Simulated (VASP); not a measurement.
Method: PBE GGA, VASP's PBE PAW potentials (set 64) (plane waves; VASP).

VASP ran on this input.

File POSCAR:
```
KI
1
    0.0000000000     3.5350000000     3.5350000000
    3.5350000000     0.0000000000     3.5350000000
    3.5350000000     3.5350000000     0.0000000000
K I
1 1
Direct
  0.0000000000   0.0000000000   0.0000000000
  0.5000000000   0.5000000000   0.5000000000
```

INCAR:
```
ALGO=Normal
EDIFF=1E-6
ENCUT=400
GGA=PE
ISIF=2
ISMEAR=0
KGAMMA=.True.
KSPACING=0.2
LASPH=.True.
LCHARG=.False.
LMAXMIX=4
LREAL=.False.
LWAVE=.False.
NELM=100
PREC=Accurate
SIGMA=0.05
SYSTEM=KI
```

POTCAR, in this order: K_sv I (PBE.64 set). Program: vasp_std.

Q: What will the output report for the number of irreducible k-points (NKPTS), number of bands (NBANDS), largest plane-wave count, number of space-group operations, FFT grid (NGX, NGY, NGZ)?

A: 
number of irreducible k-points (NKPTS): 29
number of bands (NBANDS): 12
largest plane-wave count: 1639
number of space-group operations: 48
FFT grid (NGX, NGY, NGZ): 36 × 36 × 36

The compound is KI in the rock salt structure. The cell was not relaxed at this level. The run is one of a series of settings (KGAMMA = .TRUE., KSPACING = 0.2, KPOINTS file removed against the base run), some of them coarse on purpose.
